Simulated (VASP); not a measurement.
Input:

```xyz
4
Lattice="4.0841 0.0000 0.0000 0.0000 4.0841 0.0000 0.0000 0.0000 4.0841" Properties=species:S:1:pos:R:3 pbc="T T T"
Sc     0.0000     0.0000     0.0000
Al     0.0000     2.0421     2.0421
Al     2.0421     0.0000     2.0421
Al     2.0421     2.0421     0.0000
```

Calculation: revPBE GGA, VASP's PBE PAW potentials (set 64) (plane waves; VASP). Run with 520 eV cut-off, 8×8×8 Γ-centred mesh, first-order Methfessel-Paxton smearing of 0.10 eV, potentials Sc_sv Al.

### Question
Predict the energy per atom (σ→0), pressure, band gap (on the k-mesh) with the smallest direct gap where there is one.

### Answer

```json
{
 "band gap (on the k-mesh)": "none (metal, semimetal or under 0.01 eV)",
 "energy per atom (σ→0)": "-4.599 eV/atom",
 "pressure": "2.95 GPa"
}
```

Total energies compare only between runs with the same potentials, cut-off and functional.

The compound is Al3Sc in the L1_2 structure. This cell is one point of a volume scan, at 0.97 of the reference volume.
